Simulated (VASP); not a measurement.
The system is AgCl.

```
Ag Cl
1.0
     0.00000    2.80534    2.80534
     2.80534    0.00000    2.80534
     2.80534    2.80534    0.00000
Ag Cl
1 1
Direct
  0.00000 0.00000 0.00000
  0.50000 0.50000 0.50000
```

- Program: VASP 6.6.1
- Task: relaxation of cell and atoms
- Functional: PBE
- Dispersion: D3(BJ)
- Potentials or basis: VASP PAW PBE potentials, release 64 (Ag, Cl)
- Cutoff: 600 eV
- k mesh: 8 × 8 × 8
- Occupations: gaussian, width 0.02 eV
- Spin: no spin polarisation

At the start: pressure -2.4 GPa; volume 22.08 Å³/atom.

Problem. Where does the relaxation end?

Solution. Over 3 steps the energy falls by 9.7 meV/atom and the volume is 20.88 Å³/atom (-5.4 %); space group Fm-3m (No. 225, to 0.05 Å).

The path:
```tsv
step	energy change (eV)	largest force (eV/Å)	pressure (GPa)	volume (Å³)
1	0.0000	0.0000	-2.45	44.16
2	-0.0192	0.0000	-0.33	42.03
3	-0.0195	0.0000	-0.01	41.77
```

Final structure:
```yaml
crystal:
  lattice:
    - [0.00000, 2.75381, 2.75381]
    - [2.75381, 0.00000, 2.75381]
    - [2.75381, 2.75381, 0.00000]
  atoms:
    - { symbol: Ag, position: [0.00000, 0.00000, 0.00000] }
    - { symbol: Cl, position: [0.50000, 0.50000, 0.50000] }
```
